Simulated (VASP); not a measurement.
Calculation: PBE0 hybrid, VASP's PBE PAW potentials (set 64) (plane waves; VASP).

VASP input:

**INCAR**
```
SYSTEM  =  MgH2
PREC  =  Accurate; ENCUT  =  300; LREAL  =  .FALSE.
LASPH  =  .TRUE.; ISYM  =  3
EDIFF  =  1E-6; NELM  =  100; ALGO  =  Normal
ISMEAR  =  0; SIGMA  =  0.01
GGA  =  PE; LHFCALC  =  .TRUE.; AEXX  =  0.25
HFRCUT  =  -1; PRECFOCK  =  Fast
ISIF  =  2
LWAVE  =  .FALSE.; LCHARG  =  .FALSE.
```

**POSCAR**
```
MgH2
8.953380
  0.5000000000   0.0000000000   0.0000000000
  0.0000000000   0.5000000000   0.0000000000
  0.0000000000   0.0000000000   0.3342357858
Mg H
2 4
Cart
  0.2520560000   0.2442825000   0.1595795390
  0.0058710000   0.0066570000   0.0015655604
  0.3429525000   0.3411990000  -0.0009502323
  0.1477225000   0.1559745000   0.0046291656
  0.4026205000   0.1012460000   0.1653076719
  0.0987775000   0.4006410000   0.1712219741
```

KPOINTS:
```
Automatic mesh
0
Gamma
3 3 4
0 0 0
```

POTCAR, in this order: Mg H (PBE.64 set). Program: vasp_std.

What VASP printed:

OSZICAR:
```
       N       E                     dE             d eps       ncg     rms          rms(c)
DAV:   1    -0.220759351276E+03   -0.22076E+03   -0.23271E+03   304   0.474E+02
DAV:   2    -0.233793256401E+03   -0.13034E+02   -0.12767E+02   424   0.655E+01
DAV:   3    -0.234130810194E+03   -0.33755E+00   -0.33755E+00   456   0.145E+01
DAV:   4    -0.234131364059E+03   -0.55387E-03   -0.55387E-03   432   0.562E-01
DAV:   5    -0.223602728047E+02    0.21177E+03   -0.19701E+00   320   0.104E+01    0.690E+00
DAV:   6    -0.210200301202E+02    0.13402E+01   -0.60034E-01   328   0.501E+00    0.379E+00
DAV:   7    -0.206518263670E+02    0.36820E+00   -0.57974E-01   304   0.487E+00    0.184E+00
DAV:   8    -0.205907901850E+02    0.61036E-01   -0.20741E-01   320   0.293E+00    0.893E-01
DAV:   9    -0.205848579574E+02    0.59322E-02   -0.51138E-02   352   0.148E+00    0.479E-01
DAV:  10    -0.205853446590E+02   -0.48670E-03   -0.10059E-02   376   0.669E-01    0.288E-01
DAV:  11    -0.205859300141E+02   -0.58536E-03   -0.18155E-03   424   0.300E-01    0.183E-01
DAV:  12    -0.205862290776E+02   -0.29906E-03   -0.33341E-04   424   0.139E-01    0.118E-01
DAV:  13    -0.205863664725E+02   -0.13739E-03   -0.74503E-05   424   0.723E-02    0.750E-02
DAV:  14    -0.205864283854E+02   -0.61913E-04   -0.22475E-05   432   0.419E-02    0.477E-02
DAV:  15    -0.205864561785E+02   -0.27793E-04   -0.85047E-06   392   0.262E-02    0.302E-02
DAV:  16    -0.205864686509E+02   -0.12472E-04   -0.35532E-06   408   0.170E-02    0.191E-02
DAV:  17    -0.205864742543E+02   -0.56034E-05   -0.15201E-06   328   0.111E-02    0.121E-02
DAV:  18    -0.205864767766E+02   -0.25223E-05   -0.63306E-07   168   0.737E-03    0.762E-03
DAV:  19    -0.205864779198E+02   -0.11432E-05   -0.33244E-07   168   0.563E-03    0.486E-03
DAV:  20    -0.205864784443E+02   -0.52447E-06   -0.12628E-07   176   0.348E-03
   1 F= -.20586478E+02 E0= -.20586478E+02  d E =-.954683E-19
```

### OUTCAR
```
------------------------ aborting loop because EDIFF is reached ----------------------------------------
  FORCE on cell =-STRESS in cart. coord.  units (eV):
  Direction    XX          YY          ZZ          XY          YZ          ZX
  --------------------------------------------------------------------------------------
  Total       -0.1815775     -0.2821666     -0.3673577      0.1017422      0.0698170      0.0082935
  in kB       -4.8508595     -7.5381044     -9.8139923      2.7180518      1.8651679      0.2215604
  external PRESSURE =      -7.4009854 kB  Pullay stress =       0.0000000 kB
  volume of cell :       59.97
      direct lattice vectors                 reciprocal lattice vectors
     4.476690000  0.000000000  0.000000000     0.223379327  0.000000000  0.000000000
     0.000000000  4.476690000  0.000000000     0.000000000  0.223379327  0.000000000
     0.000000000  0.000000000  2.992540000     0.000000000  0.000000000  0.334164289
 POSITION                                       TOTAL-FORCE (eV/Angst)
 -----------------------------------------------------------------------------------
      2.25675      2.18715      1.42878        -0.123955      0.397821      0.518810
      0.05257      0.05960      0.01402        -0.332389     -0.538521     -0.023301
      3.07058      3.05488      2.98403         0.356864      0.366564     -0.155228
      1.32262      1.39650      0.04145         0.026327     -0.092449     -0.345542
      3.60481      0.90649      1.48006         0.068654     -0.181832      0.118379
      0.88439      3.58709      1.53302         0.004499      0.048418     -0.113116
 -----------------------------------------------------------------------------------
    total drift:                               -0.015057     -0.036197     -0.034367
  FREE ENERGIE OF THE ION-ELECTRON SYSTEM (eV)
  ---------------------------------------------------
  free  energy   TOTEN  =       -20.5864784443 eV

  energy  without entropy=      -20.5864784443  energy(sigma->0) =      -20.58647844

  exchange ACFDT corr.  =         0.00000000  see jH, gK, PRB 81, 115126
```
(Selected blocks of OUTCAR.)

At this cut-off the stress carries a Pulay error, which pulls relaxed volumes low.

The structure comes from a computed database's MgH2 entry; how it stands against other phases isn't given here. The cell was not relaxed at this level, atoms are displaced from their ideal sites. The k-mesh is coarse (spacing up to 0.52 per Å, 2π included), so the numbers may not be converged in it. The run is one of a series of settings (KPOINTS 3×3×4 Γ-centred mesh against the base run), some of them coarse on purpose.
